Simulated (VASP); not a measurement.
Crystal: Nb.

```
Nb
1.0
    -1.63551    1.63551    1.63551
     1.63551   -1.63551    1.63551
     1.63551    1.63551   -1.63551
Nb
1
Direct
  0.00000 0.00000 0.00000
```

Program: VASP 6.6.1. Alike in all runs: task single point; potentials or basis VASP PAW PBE potentials, release 64 (Nb_sv); no spin polarisation; cell as given; k mesh 18 × 18 × 18. Hardware: 1 thread of Intel(R) Xeon(R) 6975P-C (Granite Rapids), with other jobs on the host.

Question: Order these runs on this cell by their wall time, lowest first.
A. level PBEsol; cutoff (eV) 520; smearing gaussian 0.5 eV
B. level PBEsol; cutoff (eV) 900; smearing gaussian 0.1 eV
C. level r2SCAN; cutoff (eV) 520; smearing gaussian 0.1 eV

Answer: A (14 s), B (33 s), C (72 s).
